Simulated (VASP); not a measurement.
HfO2, 3 atoms in the cell. Symmetry: Fm-3m, No. 225, cubic system. The conventional cell has a = 5.115 Å, b = 5.115 Å, c = 5.115 Å, α = 90.00°, β = 90.00°, γ = 90.00°. Hf (site symmetry m-3m) is surrounded by 8 O at 2.21 Å. O (site symmetry -43m) has 4 Hf at 2.21 Å as nearest neighbours. Measurements of this composition are mostly on another form, of space group No. 14.

```yaml
Program: VASP 6.6.1
Task: single point
Functional: PBE
Potentials_or_basis: VASP PAW PBE potentials, release 64 (Hf_pv, O)
Cutoff: 520 eV
k_mesh: 5 × 5 × 5
Occupations: gaussian, width 0.01 eV
Spin: no spin polarisation
Dipole_correction: no
Further_INCAR_settings: ALGO = Normal; EDIFF = 1e-06; NBANDS = 18
```

Potentials or basis: VASP PAW PBE potentials, release 64 (Hf_pv, O).

The run is started by

```bash
$ cat potpaw_PBE.64/Hf_pv/POTCAR potpaw_PBE.64/O/POTCAR > POTCAR
$ mpirun -np 1 vasp_std > vasp.out
```

Hardware: 1 thread of Intel(R) Xeon(R) 6975P-C (Granite Rapids), on a shared host.

**Question.** How long does it take, and how much memory?

**Answer.** Wall time 5.2 s on 1 thread of Intel(R) Xeon(R) 6975P-C (Granite Rapids) (shared host), peak memory 0.15 GiB. Counts: scf iterations 13, k points 10.
